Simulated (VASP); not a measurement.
Data:

```yaml
crystal:
  lattice:
    - [0.00000, 3.62373, 3.62373]
    - [3.62373, 0.00000, 3.62373]
    - [3.62373, 3.62373, 0.00000]
  atoms:
    - { symbol: Na, position: [0.25000, 0.25000, 0.25000] }
    - { symbol: Na, position: [0.75000, 0.75000, 0.75000] }
    - { symbol: Te, position: [0.00000, 0.00000, 0.00000] }
```

Computed with PBEsol GGA, VASP's PBE PAW potentials (set 64) (plane waves; VASP 6.6.1). Numerical set-up: 400 eV cut-off, 6×6×6 Γ-centred mesh, tetrahedra with Blöchl corrections, potentials Na_pv Te.

The job: Na$_{2}$Te (space group Fm-3m), 3 atoms, PBEsol, static run, 400 eV, 6×6×6 Γ-centred mesh. Roughly how much core time does it take on a busy server core?

About 40 core-seconds (one run on a shared machine, a rough figure). It had 16 irreducible k-points, 14 bands, up to 1759 plane waves and 14 electronic steps.

The structure comes from a computed database's Na2Te entry (Fm-3m); how it stands against other phases isn't given here. It was relaxed first.
